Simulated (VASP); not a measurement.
Given:

```
CELL_PARAMETERS angstrom
      1.54107    -2.66921     0.00000
      1.54107     2.66921     0.00000
      0.00000     0.00000     3.50313
ATOMIC_POSITIONS crystal
  Mg 0.00000 0.00000 0.00000
  B  0.33333 0.66667 0.50000
  B  0.66667 0.33333 0.50000
```

These are PBE GGA, VASP's PBE PAW potentials (set 64) (plane waves; VASP) values and carry that method's errors. Run with 600 eV cut-off, 10×10×8 Γ-centred mesh, first-order Methfessel-Paxton smearing of 0.10 eV, potentials Mg B.

Energy and stress use the plane-wave basis of the starting cell.

Q: The ions, cell shape and volume at an external pressure of 15.0 GPa are relaxed. What does this cell relax into?

A: 
```
CELL_PARAMETERS angstrom
      1.50549    -2.60758     0.00000
      1.50549     2.60758     0.00000
      0.00000     0.00000     3.35749
ATOMIC_POSITIONS crystal
  Mg 0.00000 0.00000 0.00000
  B  0.33333 0.66667 0.50000
  B  0.66667 0.33333 0.50000
```
Space group P6/mmm (191), at a tolerance of 0.03 Å.

Q: How do energy and volume change from the first to the last step?

A: The energy (σ→0) changes by +35.2 meV/atom and the volume by -8.5 %, in 5 ionic steps.

The compound is MgB2 in the AlB2 type structure. This run relaxes it under an external pressure of 15 GPa. Symmetry was kept, so distortions that lower it aren't found.
